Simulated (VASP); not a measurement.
Method: PBE GGA with spin-orbit coupling, VASP's PBE PAW potentials (set 64) (plane waves; VASP).

VASP input:

KPOINTS:
```
kpoints
0
Gamma
  5 5 5
0 0 0
```

INCAR:
```
LNONCOLLINEAR  =  T
LASPH  =  T   ! aspherical one-centre terms
EDIFF  =  1E-6
LCHARG  =  F
LREAL  =  F
GGA_COMPAT  =  F
LWAVE  =  F
LORBIT  =  11   ! lm-projected
PREC  =  Accurate
LSORBIT  =  T
SIGMA  =  0.1
ISIF  =  2   ! forces and stress, cell fixed
ISMEAR  =  -1   ! Fermi-Dirac
ALGO  =  Normal   ! blocked Davidson
LMAXMIX  =  4   ! l cut-off of mixed one-centre charges
GGA  =  PE
NELM  =  100
ENCUT  =  300
MAGMOM  =  12*0.0
SYSTEM  =  YSe
```

POSCAR:
```
YSe
1
   -1.8706690000     1.8706690000     6.3331650000
    1.8706690000    -1.8706690000     6.3331650000
    1.8706690000     1.8706690000    -6.3331650000
Y Se
2 2
Direct
  0.7500000000   0.7500000000   0.0000000000
  0.5000000000   0.0000000000   0.5000000000
  0.1660000000   0.1660000000   0.0000000000
  0.9160000000   0.4160000000   0.5000000000
```

POTCAR, in this order: Y_sv Se (PBE.64 set). Program: vasp_ncl.

Output

### OSZICAR
```
       N       E                     dE             d eps       ncg     rms          rms(c)
DAV:   1     0.168264624113E+03    0.16826E+03   -0.12109E+04  2520   0.103E+03
DAV:   2    -0.113977341075E+02   -0.17966E+03   -0.17481E+03  3088   0.289E+02
DAV:   3    -0.264241568992E+02   -0.15026E+02   -0.14875E+02  3582   0.631E+01
DAV:   4    -0.274914173471E+02   -0.10673E+01   -0.10632E+01  3776   0.149E+01
DAV:   5    -0.275191078500E+02   -0.27691E-01   -0.27685E-01  3378   0.246E+00    0.425E+01
DAV:   6    -0.265570734185E+02    0.96203E+00   -0.23089E+00  2802   0.740E+00    0.292E+01
DAV:   7    -0.265565896281E+02    0.48379E-03   -0.21307E+00  3450   0.692E+00    0.781E+00
DAV:   8    -0.265117434732E+02    0.44846E-01   -0.29218E-01  3238   0.251E+00    0.237E+00
DAV:   9    -0.264917547654E+02    0.19989E-01   -0.15155E-01  2966   0.200E+00    0.584E-01
DAV:  10    -0.264914914451E+02    0.26332E-03   -0.16979E-02  3216   0.652E-01    0.239E-01
DAV:  11    -0.264914306943E+02    0.60751E-04   -0.16955E-03  3596   0.220E-01    0.564E-02
DAV:  12    -0.264914423589E+02   -0.11665E-04   -0.88351E-05  3604   0.529E-02    0.533E-02
DAV:  13    -0.264914398676E+02    0.24913E-05   -0.17250E-05  2958   0.287E-02    0.137E-02
DAV:  14    -0.264914395093E+02    0.35824E-06   -0.26290E-06  2904   0.106E-02
   1 F= -.26491440E+02 E0= -.26419981E+02  d E =-.142916E+00  mag=     0.0000    -0.0000    -0.0000
```

OUTCAR:
```
------------------------ aborting loop because EDIFF is reached ----------------------------------------
  FORCE on cell =-STRESS in cart. coord.  units (eV):
  Direction    XX          YY          ZZ          XY          YZ          ZX
  --------------------------------------------------------------------------------------
  Total        4.3956551      4.3956551      6.3609457      0.0000000      0.0000000      0.0000000
  in kB       79.4437065     79.4437065    114.9628651      0.0000000      0.0000000      0.0000000
  external PRESSURE =      91.2834260 kB  Pullay stress =       0.0000000 kB
  volume of cell :       88.65
      direct lattice vectors                 reciprocal lattice vectors
    -1.870669000  1.870669000  6.333165000     0.000000000  0.267284057  0.078949467
     1.870669000 -1.870669000  6.333165000     0.267284057  0.000000000  0.078949467
     1.870669000  1.870669000 -6.333165000     0.267284057  0.267284057  0.000000000
 POSITION                                       TOTAL-FORCE (eV/Angst)
 -----------------------------------------------------------------------------------
      0.00000      0.00000      9.49975         0.000000     -0.000000      0.043767
      0.00000      1.87067      0.00000        -0.000000      0.000000      0.043767
      0.00000      0.00000      2.10261        -0.000000      0.000000     -0.043767
      0.00000      1.87067      5.26919         0.000000     -0.000000     -0.043767
 -----------------------------------------------------------------------------------
    total drift:                                0.000000      0.000000      0.000550
  FREE ENERGIE OF THE ION-ELECTRON SYSTEM (eV)
  ---------------------------------------------------
  free  energy   TOTEN  =       -26.4914395093 eV

  energy  without entropy=      -26.3485231370  energy(sigma->0) =      -26.41998132

 total charge

# of ion       s       p       d       f       tot
--------------------------------------------------
    1        2.173   6.380   1.150   0.050   9.753
    2        2.173   6.380   1.150   0.050   9.753
    3        1.434   2.500   0.040   0.000   3.974
    4        1.434   2.500   0.040   0.000   3.974
--------------------------------------------------
tot          7.213  17.760   2.380   0.100  27.453

 magnetization (x)

# of ion       s       p       d       f       tot
--------------------------------------------------
    1       -0.000  -0.000   0.000   0.000  -0.000
    2        0.000   0.000   0.000   0.000   0.000
    3        0.000   0.000   0.000   0.000   0.000
    4        0.000   0.000   0.000   0.000   0.000
--------------------------------------------------
tot         -0.000   0.000   0.000   0.000   0.000

 magnetization (y)

# of ion       s       p       d       f       tot
--------------------------------------------------
    1        0.000   0.000   0.000  -0.000   0.000
    2        0.000   0.000   0.000  -0.000   0.000
    3        0.000   0.000   0.000   0.000   0.000
    4        0.000  -0.000  -0.000   0.000  -0.000
--------------------------------------------------
tot          0.000  -0.000  -0.000  -0.000  -0.000

 magnetization (z)

# of ion       s       p       d       f       tot
--------------------------------------------------
    1       -0.000  -0.000  -0.000  -0.000  -0.000
    2        0.000   0.000   0.000   0.000   0.000
    3        0.000  -0.000   0.000   0.000  -0.000
    4       -0.000   0.000  -0.000   0.000   0.000
--------------------------------------------------
tot          0.000   0.000   0.000   0.000   0.000

 Ion:    1  E_soc:     -0.0977912

 Ion:    2  E_soc:     -0.0977912

 Ion:    3  E_soc:     -0.0362457

 Ion:    4  E_soc:     -0.0362457
```
(Selected blocks of OUTCAR.)

At this cut-off the stress carries a Pulay error, which pulls relaxed volumes low.

The structure was generated: YSe was put into an ordered model structure, which need not be its known phase. The cell was not relaxed at this level. The k-mesh is coarse (spacing up to 0.48 per Å, 2π included), so the numbers may not be converged in it. The run is one of a series of settings (GGA_COMPAT = .FALSE., LNONCOLLINEAR = .TRUE., LSORBIT = .TRUE., MAGMOM = 0.0 0.0 0.0 0.0 0.0 0.0 0.0 0.0 0.0 0.0 0.0 0.0, program vasp_ncl against the base run), some of them coarse on purpose.
